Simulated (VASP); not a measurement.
Data:

```
AlN
1.0
    3.28964     0.00000     0.00000
   -1.64482     2.84891     0.00000
    0.00000     0.00000     4.13310
Al N
2 2
Direct
  0.33333   0.66667   0.75000
  0.66667   0.33333   0.25000
  0.33333   0.66667   0.25000
  0.66667   0.33333   0.75000
```

Calculation: r2SCAN meta-GGA, VASP's PBE PAW potentials (set 64) (plane waves; VASP). Run with 520 eV cut-off, 9×9×6 Γ-centred mesh, tetrahedra with Blöchl corrections, potentials Al N.

Task: Tabulate the total density of states (states/eV per cell) against energy (eV; zero at the valence-band maximum or, without a gap, the Fermi level).

Result: 
```
E (eV) | DOS (states/eV)
    -9.96 |  0.00
    -9.72 |  0.00
    -9.48 |  0.00
    -9.24 |  0.00
    -9.12 |  0.00
    -8.88 |  0.00
    -8.64 |  0.00
    -8.40 |  0.00
    -8.16 |  0.00
    -7.92 |  0.00
    -7.80 |  0.00
    -7.56 | ## 0.21
    -7.32 | ########## 0.90
    -7.08 | ####################### 2.01
    -6.84 | ############################# 2.61
    -6.60 | ############################# 2.57
    -6.36 | ################## 1.56
    -6.24 | ############## 1.24
    -6.00 | ########## 0.92
    -5.76 | ########### 1.02
    -5.52 | ################# 1.48
    -5.28 | ################# 1.51
    -5.04 | ################ 1.45
    -4.80 | #################### 1.74
    -4.68 | ################### 1.73
    -4.44 | ################# 1.54
    -4.20 | ###################### 1.91
    -3.96 | ######################### 2.21
    -3.72 | ########################### 2.42
    -3.48 | ######################### 2.23
    -3.36 | ####################### 2.05
    -3.12 | ######################### 2.26
    -2.88 | ######### 0.84
    -2.64 | ########## 0.86
    -2.40 | ########################## 2.33
    -2.16 | ############################# 2.59
    -1.92 | ######################## 2.17
    -1.80 | ############################## 2.66
    -1.56 | ######################## 2.11
    -1.32 | ######################### 2.20
    -1.08 | ######################## 2.17
    -0.84 | ##### 0.43
    -0.60 | ### 0.22
    -0.48 | ## 0.15
    -0.24 | # 0.05
     0.00 |  0.00
     0.24 |  0.00
     0.48 |  0.00
     0.72 |  0.00
     0.96 |  0.00
     1.08 |  0.00
     1.32 |  0.00
     1.56 |  0.00
     1.80 |  0.00
     2.04 |  0.00
     2.28 |  0.00
     2.40 |  0.00
     2.64 |  0.00
     2.88 |  0.00
     3.12 |  0.00
     3.36 |  0.00
     3.60 |  0.00
     3.84 |  0.00
     3.96 |  0.00
     4.20 |  0.00
     4.44 |  0.02
     4.68 | # 0.06
     4.92 | ### 0.24
     5.16 | ###### 0.54
     5.40 | ############# 1.15
     5.52 | ################### 1.69
     5.76 | ################### 1.72
     6.00 | ##################### 1.82
     6.24 | #################### 1.81
     6.48 | ###################### 1.98
     6.72 | ####################### 2.05
     6.84 | ###################### 1.98
     7.08 | ##################### 1.91
     7.32 | ########### 0.94
     7.56 | ###### 0.53
```
Within 2 eV below the valence-band maximum the largest weight inside VASP's projection spheres is N p.

The structure comes from a computed database's AlN entry (P6_3/mmc); how it stands against other phases isn't given here. It was relaxed first.
